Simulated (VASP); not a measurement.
Data:

```yaml
crystal:
  lattice:
    - [5.87311, 0.00000, 0.00000]
    - [0.00000, 5.87311, 0.00000]
    - [0.00000, 0.00000, 5.87311]
  atoms:
    - { symbol: Cs, position: [0.00000, 0.00000, 0.00000] }
    - { symbol: Pb, position: [0.50000, 0.50000, 0.50000] }
    - { symbol: Br, position: [0.50000, 0.00000, 0.50000] }
    - { symbol: Br, position: [0.00000, 0.50000, 0.50000] }
    - { symbol: Br, position: [0.50000, 0.50000, 0.00000] }
```

Level of theory: PBEsol GGA with spin-orbit coupling, VASP's PBE PAW potentials (set 64) (plane waves; VASP 6.6.1). Settings: 400 eV cut-off, 4×4×4 Γ-centred mesh, Gaussian smearing of 0.050 eV, potentials Cs_sv Pb_d Br.

Problem. Estimate the energy per atom (σ→0), band gap (over mesh and band path) with the smallest direct gap where there is one.

Solution. 
```json
{
  "band gap (over mesh and band path)": "0.36 eV",
  "smallest direct gap (over mesh and band path)": "0.36 eV",
  "energy per atom (σ→0)": "-335.6 kJ/mol of atoms"
}
```

The absolute energy has meaning only against runs of the same code, potentials and settings.

The compound is CsPbBr3 in the cubic perovskite structure, the ideal cubic form; the compound distorts at low or room temperature. It was relaxed first.
